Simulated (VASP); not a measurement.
# CoSi2 under pressure and tension, part 2 of 2

How does CoSi2 change with the volume? The starting structure is a measured crystal structure from the Crystallography Open Database. All runs use LDA. The equilibrium cell comes from relaxations that aren't shown. At each volume, shape and positions are relaxed as far as symmetry leaves them free.

VASP 6.6.1.

Results so far: the equilibrium volume 0.0 GPa; 0.96 of the equilibrium volume 9.1 GPa; 1.04 of the equilibrium volume -7.3 GPa; 0.92 of the equilibrium volume 20.5 GPa.

## 6. Relaxation at 0.98 of the equilibrium volume

Level of this step: LDA, zero-moment start; plane waves and PAW (Co, Si) (VASP).

File INCAR:

```
SYSTEM = CoSi2
PREC = Accurate
ENCUT = 500
EDIFF = 1E-07
NELM = 100
ISMEAR = 0
SIGMA = 0.05
LREAL = .FALSE.
ALGO = Normal
GGA = CA
NBANDS = 16
ISPIN = 2
MAGMOM = 0 0 0
LASPH = .TRUE.
LMAXMIX = 4
LORBIT = 11
LWAVE = .FALSE.
LCHARG = .FALSE.
KPAR = 4
IBRION = 2
NSW = 50
ISIF = 4
EDIFFG = -0.003
```

File POSCAR:

```
CoSi2
1.0
    0.0000000000      2.6200436300      2.6200436300
    2.6200436300      0.0000000000      2.6200436300
    2.6200436300      2.6200436300      0.0000000000
Co Si
1 2
Direct
    0.0000000000      0.0000000000      0.0000000000
    0.2500000000      0.2500000000      0.2500000000
    0.7500000000      0.7500000000      0.7500000000
```

File KPOINTS:

```
Automatic mesh
0
Gamma
12 12 12
0 0 0
```

PAW data sets: Co and Si (LDA family, release 64).

Run with:

```bash
> mpirun -np 4 vasp_std
```

What it wrote:

```text
[... set-up lines as in an earlier step ...]
 entering main loop
       N       E                     dE             d eps       ncg     rms          rms(c)
DAV:   1     0.583296897844E+02    0.58330E+02   -0.66348E+03  4648   0.996E+02
DAV:   2    -0.201535775775E+02   -0.78483E+02   -0.69555E+02  5160   0.203E+02
DAV:   3    -0.232835000221E+02   -0.31299E+01   -0.30836E+01  5960   0.450E+01
DAV:   4    -0.233410045830E+02   -0.57505E-01   -0.57474E-01  5528   0.589E+00
[...]
DAV:  12    -0.219209302356E+02   -0.53510E-05   -0.72338E-05  5448   0.582E-02    0.179E-02
DAV:  13    -0.219209286031E+02    0.16325E-05   -0.53062E-06  7144   0.349E-02    0.595E-03
DAV:  14    -0.219209287031E+02   -0.99996E-07   -0.70634E-07  6472   0.103E-02
   1 F= -.21920929E+02 E0= -.21920355E+02  d E =-.219209E+02  mag=     0.0000
[...]
reached required accuracy - stopping structural energy minimisation
```

The job ended after 10 s (4 MPI ranks of Intel Xeon 6975P-C (Granite Rapids), shared host; peak memory 0.73 GiB).

Parts of OUTCAR (step 6):

```text
  Total        0.9614594      0.9614594      0.9614594     -0.0000000     -0.0000000      0.0000000
  in kB       42.8238746     42.8238746     42.8238746     -0.0000000     -0.0000000      0.0000000
  external PRESSURE =      42.8238746 kB  Pullay stress =       0.0000000 kB

 POSITION                                       TOTAL-FORCE (eV/Angst)
 -----------------------------------------------------------------------------------
      0.00000      0.00000      0.00000         0.000000      0.000000      0.000000
      1.31002      1.31002      1.31002         0.000000      0.000000      0.000000
      3.93007      3.93007      3.93007        -0.000000     -0.000000     -0.000000
 -----------------------------------------------------------------------------------
    total drift:                               -0.000000     -0.000000      0.000000

  FREE ENERGIE OF THE ION-ELECTRON SYSTEM (eV)
  ---------------------------------------------------
  free  energy   TOTEN  =       -21.9209287031 eV

  energy  without entropy=      -21.9197820293  energy(sigma->0) =      -21.92035537

[... 3 parts as in an earlier step ...]

[... 2 further parts left out ...]
[key lines of the parts left out:]
E-fermi :  10.8993
```

0.98 of the equilibrium volume: 11.990 Å³ an atom and a pressure of 4.28 GPa. Further runs on this cell, not shown, give the modes T1u 365.6, T2g 354.0 cm⁻¹.

## 7. Relaxation at 1.02 of the equilibrium volume

INCAR is that of step 6.

File POSCAR:

```
CoSi2
1.0
    0.0000000000      2.6552161979      2.6552161979
    2.6552161979      0.0000000000      2.6552161979
    2.6552161979      2.6552161979      0.0000000000
Co Si
1 2
Direct
    0.0000000000      0.0000000000      0.0000000000
    0.2500000000      0.2500000000      0.2500000000
    0.7500000000      0.7500000000      0.7500000000
```

KPOINTS is that of step 6.

Run with:

```bash
> mpirun -np 4 vasp_std
```

What it wrote:

```text
[... set-up lines as in an earlier step ...]
 entering main loop
       N       E                     dE             d eps       ncg     rms          rms(c)
DAV:   1     0.579467404332E+02    0.57947E+02   -0.66615E+03  4608   0.995E+02
DAV:   2    -0.201393177292E+02   -0.78086E+02   -0.69243E+02  5144   0.201E+02
DAV:   3    -0.232905711972E+02   -0.31513E+01   -0.31017E+01  6112   0.449E+01
DAV:   4    -0.233479386887E+02   -0.57367E-01   -0.57338E-01  5536   0.586E+00
[...]
DAV:  12    -0.219222816958E+02   -0.28632E-06   -0.20618E-05  6696   0.502E-02    0.983E-03
DAV:  13    -0.219222813347E+02    0.36112E-06   -0.15758E-06  7304   0.159E-02    0.573E-03
DAV:  14    -0.219222813719E+02   -0.37137E-07   -0.83098E-08  3280   0.287E-03
   1 F= -.21922281E+02 E0= -.21921649E+02  d E =-.219223E+02  mag=     0.0000
[...]
reached required accuracy - stopping structural energy minimisation
```

Elapsed: 9.4 s, on 4 MPI ranks; peak memory 0.73 GiB; 36 s of CPU time.

From OUTCAR (step 7):

```text
  Total       -0.9036260     -0.9036260     -0.9036260     -0.0000000     -0.0000000      0.0000000
  in kB      -38.6695977    -38.6695977    -38.6695977     -0.0000000     -0.0000000      0.0000000
  external PRESSURE =     -38.6695977 kB  Pullay stress =       0.0000000 kB

 POSITION                                       TOTAL-FORCE (eV/Angst)
 -----------------------------------------------------------------------------------
      0.00000      0.00000      0.00000         0.000000      0.000000      0.000000
      1.32761      1.32761      1.32761         0.000000      0.000000     -0.000000
      3.98282      3.98282      3.98282        -0.000000     -0.000000      0.000000
 -----------------------------------------------------------------------------------
    total drift:                               -0.000000     -0.000000      0.000000

  FREE ENERGIE OF THE ION-ELECTRON SYSTEM (eV)
  ---------------------------------------------------
  free  energy   TOTEN  =       -21.9222813719 eV

  energy  without entropy=      -21.9210157974  energy(sigma->0) =      -21.92164858

 magnetization (x)
# of ion       s       p       d       tot
------------------------------------------
    1       -0.000   0.000  -0.000  -0.000
    2        0.000  -0.000   0.000  -0.000
    3        0.000  -0.000   0.000  -0.000
--------------------------------------------------
tot          0.000   0.000  -0.000  -0.000

[... 2 parts as in an earlier step ...]

[... 2 further parts left out ...]
[key lines of the parts left out:]
E-fermi :  10.3321
```

1.02 of the equilibrium volume: 12.480 Å³ an atom and a pressure of -3.87 GPa. Further runs on this cell, not shown, give the modes T1u 338.0, T2g 328.5 cm⁻¹.

## 8. Relaxation at 0.9 of the equilibrium volume

INCAR is that of step 7.

File POSCAR:

```
CoSi2
1.0
    0.0000000000      2.5467168866      2.5467168866
    2.5467168866      0.0000000000      2.5467168866
    2.5467168866      2.5467168866      0.0000000000
Co Si
1 2
Direct
    0.0000000000      0.0000000000      0.0000000000
    0.2500000000      0.2500000000      0.2500000000
    0.7500000000      0.7500000000      0.7500000000
```

KPOINTS is that of step 7.

Run with:

```bash
> mpirun -np 4 vasp_std
```

What it wrote:

```text
[... set-up lines as in an earlier step ...]
 entering main loop
       N       E                     dE             d eps       ncg     rms          rms(c)
DAV:   1     0.610256674753E+02    0.61026E+02   -0.67292E+03  4656   0.102E+03
DAV:   2    -0.197464286729E+02   -0.80772E+02   -0.72199E+02  5224   0.210E+02
DAV:   3    -0.229959685633E+02   -0.32495E+01   -0.32036E+01  6048   0.465E+01
DAV:   4    -0.230517553885E+02   -0.55787E-01   -0.55764E-01  5520   0.586E+00
[...]
DAV:  12    -0.216461952910E+02    0.63764E-06   -0.33501E-05  5608   0.497E-02    0.106E-02
DAV:  13    -0.216461951172E+02    0.17385E-06   -0.15028E-06  7096   0.187E-02    0.656E-03
DAV:  14    -0.216461950881E+02    0.29032E-07   -0.57481E-08  3200   0.299E-03
   1 F= -.21646195E+02 E0= -.21645696E+02  d E =-.216462E+02  mag=    -0.0000
[...]
reached required accuracy - stopping structural energy minimisation
```

It took 9.4 s on 4 MPI ranks; peak memory 0.71 GiB; 36 s of CPU time.

From OUTCAR (step 8):

```text
  Total        5.6104674      5.6104674      5.6104674     -0.0000000     -0.0000000      0.0000000
  in kB      272.1056921    272.1056921    272.1056921     -0.0000000     -0.0000000      0.0000000
  external PRESSURE =     272.1056921 kB  Pullay stress =       0.0000000 kB

 POSITION                                       TOTAL-FORCE (eV/Angst)
 -----------------------------------------------------------------------------------
      0.00000      0.00000      0.00000         0.000000      0.000000      0.000000
      1.27336      1.27336      1.27336         0.000000      0.000000     -0.000000
      3.82008      3.82008      3.82008        -0.000000     -0.000000     -0.000000
 -----------------------------------------------------------------------------------
    total drift:                               -0.000000     -0.000000      0.000000

  FREE ENERGIE OF THE ION-ELECTRON SYSTEM (eV)
  ---------------------------------------------------
  free  energy   TOTEN  =       -21.6461950881 eV

  energy  without entropy=      -21.6451969160  energy(sigma->0) =      -21.64569600

 magnetization (x)
# of ion       s       p       d       tot
------------------------------------------
    1       -0.000   0.000   0.000   0.000
    2       -0.000   0.000   0.000  -0.000
    3       -0.000   0.000   0.000  -0.000
--------------------------------------------------
tot         -0.000   0.000   0.000  -0.000

[... 2 parts as in an earlier step ...]

[... 2 further parts left out ...]
[key lines of the parts left out:]
E-fermi :  12.1816
```

0.9 of the equilibrium volume: 11.012 Å³ an atom and a pressure of 27.21 GPa. Further runs on this cell, not shown, give the modes T1u 425.9, T2g 411.7 cm⁻¹.

## 9. Relaxation at 1.06 of the equilibrium volume

INCAR is that of step 8.

File POSCAR:

```
CoSi2
1.0
    0.0000000000      2.6894808312      2.6894808312
    2.6894808312      0.0000000000      2.6894808312
    2.6894808312      2.6894808312      0.0000000000
Co Si
1 2
Direct
    0.0000000000      0.0000000000      0.0000000000
    0.2500000000      0.2500000000      0.2500000000
    0.7500000000      0.7500000000      0.7500000000
```

KPOINTS is that of step 8.

Run with:

```bash
> mpirun -np 4 vasp_std
```

What it wrote:

```text
[... set-up lines as in an earlier step ...]
 entering main loop
       N       E                     dE             d eps       ncg     rms          rms(c)
DAV:   1     0.559558631778E+02    0.55956E+02   -0.66284E+03  4640   0.983E+02
DAV:   2    -0.201885508307E+02   -0.76144E+02   -0.67917E+02  5152   0.197E+02
DAV:   3    -0.232292199127E+02   -0.30407E+01   -0.29745E+01  6040   0.440E+01
DAV:   4    -0.232863626557E+02   -0.57143E-01   -0.57097E-01  5576   0.579E+00
[...]
DAV:  12    -0.218563676906E+02   -0.26661E-05   -0.17546E-05  5736   0.402E-02    0.125E-02
DAV:  13    -0.218563665428E+02    0.11478E-05   -0.20435E-06  7304   0.201E-02    0.654E-03
DAV:  14    -0.218563665389E+02    0.38810E-08   -0.34353E-07  5144   0.649E-03
   1 F= -.21856367E+02 E0= -.21855683E+02  d E =-.218564E+02  mag=    -0.0000
[...]
reached required accuracy - stopping structural energy minimisation
```

It took 9.8 s on 4 MPI ranks; peak memory 0.72 GiB; 38 s of CPU time.

OUTCAR, selected parts (step 9):

```text
  Total       -2.5260122     -2.5260122     -2.5260122     -0.0000000      0.0000000     -0.0000000
  in kB     -104.0185198   -104.0185198   -104.0185198     -0.0000000      0.0000000     -0.0000000
  external PRESSURE =    -104.0185198 kB  Pullay stress =       0.0000000 kB

 POSITION                                       TOTAL-FORCE (eV/Angst)
 -----------------------------------------------------------------------------------
      0.00000      0.00000      0.00000         0.000000      0.000000      0.000000
      1.34474      1.34474      1.34474        -0.000000     -0.000000     -0.000000
      4.03422      4.03422      4.03422         0.000000      0.000000     -0.000000
 -----------------------------------------------------------------------------------
    total drift:                               -0.000000     -0.000000      0.000000

  FREE ENERGIE OF THE ION-ELECTRON SYSTEM (eV)
  ---------------------------------------------------
  free  energy   TOTEN  =       -21.8563665389 eV

  energy  without entropy=      -21.8550001236  energy(sigma->0) =      -21.85568333

 magnetization (x)
# of ion       s       p       d       tot
------------------------------------------
    1        0.000   0.000   0.000   0.000
    2        0.000  -0.000   0.000   0.000
    3        0.000  -0.000   0.000   0.000
--------------------------------------------------
tot          0.000  -0.000   0.000   0.000

[... 2 parts as in an earlier step ...]

[... 2 further parts left out ...]
[key lines of the parts left out:]
E-fermi :   9.8065
```

1.06 of the equilibrium volume: 12.969 Å³ an atom and a pressure of -10.40 GPa. Further runs on this cell, not shown, give the modes T1u 311.3, T2g 305.0 cm⁻¹.

## 10. Comparison

```
                           run  volume (Å³/atom)  pressure (GPa)    T1u    T2g  core minutes
 0.9 of the equilibrium volume            11.012           27.21  425.9  411.7         0.627
0.92 of the equilibrium volume            11.256           20.53  410.1  396.3          0.72
0.96 of the equilibrium volume            11.746            9.13  380.0  367.6          1.19
0.98 of the equilibrium volume             11.99            4.28  365.6  354.0         0.693
        the equilibrium volume            12.235           -0.02  351.6  341.0          1.07
1.02 of the equilibrium volume             12.48           -3.87  338.0  328.5         0.627
1.04 of the equilibrium volume            12.725           -7.32  324.4  316.5          1.23
1.06 of the equilibrium volume            12.969           -10.4  311.3  305.0         0.653
```

Modes are in cm⁻¹ and matched by symmetry and order, imaginary ones as negative numbers. A number in brackets counts the listed modes of one symmetry from the lowest. The symmetry labels come from an automatic analysis and can be wrong where levels nearly coincide. Core minutes are wall time times ranks of the run shown, on a shared host.

## 11. Results

```
pressure at 0.9 of the equilibrium volume  : 27.21 GPa
pressure at 0.92 of the equilibrium volume : 20.53 GPa
pressure at 0.96 of the equilibrium volume : 9.13 GPa
pressure at 0.98 of the equilibrium volume : 4.28 GPa
pressure at the equilibrium volume         : -0.02 GPa
pressure at 1.02 of the equilibrium volume : -3.87 GPa
pressure at 1.04 of the equilibrium volume : -7.32 GPa
pressure at 1.06 of the equilibrium volume : -10.40 GPa
```

What this shows: Between 0.9 of the equilibrium volume and 1.06 of the equilibrium volume the pressure on CoSi2 goes from 27.2 to -10.4 GPa. The T1u mode goes from 426 to 311 cm⁻¹, a mean mode Grüneisen parameter of 1.9. The T2g mode goes from 412 to 305 cm⁻¹, a mean mode Grüneisen parameter of 1.8. Further runs on this material are not shown.

[Lines on the potential files, build, host, timing and source positions are cut from VASP's logs without a mark.]

[Logs are printed without paths, hosts, clocks, repeated set-up lines and the standing remarks that a program may print on its own settings, such as how far it seeks lower states.]

[Hosts, paths, dates, database ids (printed as entryN), source tags and the programs' standing remarks are cut or masked in the printed files.]
